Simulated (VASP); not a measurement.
A cell of Se (trig) near equilibrium:

```
Se
1.0
    2.25247    -3.90140     0.00000
    2.25247     3.90140     0.00000
    0.00000     0.00000     5.05026
Se
3
Direct
  0.00000   0.21987   0.66667
  0.78013   0.78013   0.00000
  0.21987   0.00000   0.33333
```

These are PBE GGA, VASP's PBE PAW potentials (set 64) (plane waves; VASP 6.6.1) values and carry that method's errors.

Without a dispersion term in the relaxation, distances and binding between the weakly bound layers, chains or molecules are unreliable, and so is what depends on them.

```
run               ΔE (meV/atom)    σxx    σyy    σzz  largest shear component, with its sign (GPa)  largest force (eV/Å)  gap (eV)
----------------  -------------  -----  -----  -----  --------------------------------------------  --------------------  --------
as it is                    0.0   0.06   0.06   0.05                                          0.00                 0.009      1.00
after one change            3.5  -1.01  -1.01  -1.83                                          0.00                 0.271      0.97
```
Stress is in GPa, positive when the cell is compressed; gaps are those on the k-mesh, and 0.00 means metallic.

Problem. Name the change that produced these shifts.
A. biaxial strain of +1.0 % in the xz plane with the ions relaxed
B. shear strain γ_yz = +1.5 %
C. isotropic strain of -0.5 % with the ions relaxed
D. isotropic strain of +1.0 %

Solution. D, isotropic strain of +1.0 %

The compound is Se in the trig structure.
